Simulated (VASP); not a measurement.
An input for Quantum ESPRESSO's pw.x (written as the equivalent of a VASP run, and not itself run):

```
&CONTROL
  calculation = 'scf'
  pseudo_dir = './pseudo'
  outdir = './out'
  tprnfor = .true.
  tstress = .true.
/
&SYSTEM
  ibrav = 0
  nat = 3
  ntyp = 2
  ecutwfc = 74
  occupations = 'smearing'
  smearing = 'gaussian'
  degauss = 0.003675
  input_dft = 'pbe'
/
&ELECTRONS
  conv_thr = 7.3e-08
  electron_maxstep = 100
/
ATOMIC_SPECIES
  K 39.098 K.upf
  S 32.060 S.upf
CELL_PARAMETERS angstrom
     0.0000000    3.7284936    3.7284936
     3.7284936   -0.0000000    3.7284936
     3.7284936    3.7284936    0.0000000
ATOMIC_POSITIONS crystal
  K    0.2500000  0.2500000  0.2500000
  K    0.7500000  0.7500000  0.7500000
  S    1.0000000  1.0000000  0.0000000
K_POINTS automatic
  5 5 5 0 0 0
```

Problem. Translate this input to VASP (INCAR, KPOINTS, POSCAR, choice of POTCAR).

Solution. One answer among several that fit: 
File KPOINTS:
```
K-points
0
gamma
  5 5 5
0 0 0
```

INCAR:
```
ALGO = Normal
EDIFF = 1E-6
ENCUT = 520
GGA = PE
ISMEAR = 0
LASPH = .True.
LCHARG = .True.
LREAL = .False.
LWAVE = .False.
NELM = 100
PREC = Accurate
SIGMA = 0.05
SYSTEM = K2S
```

File POSCAR:
```
K2S
1
    0.0000000000     3.7284935726     3.7284935726
    3.7284935726    -0.0000000000     3.7284935726
    3.7284935726     3.7284935726     0.0000000000
K S
2 1
Direct
  0.2500000000   0.2500000000   0.2500000000
  0.7500000000   0.7500000000   0.7500000000
  1.0000000000   1.0000000000   0.0000000000
```

POTCAR, in this order: K_sv S (PBE.64 set). Program: vasp_std.

The two are equivalent in intent, not identical: the potentials are each code's own (VASP's PAW set, PseudoDojo norm-conserving files in pw.x), so ENCUT and ecutwfc are chosen apart and not converted; conv_thr bounds pw.x's estimated SCF error, while EDIFF bounds the energy change between steps.

The compound is K2S in the antifluorite structure. It was relaxed first.
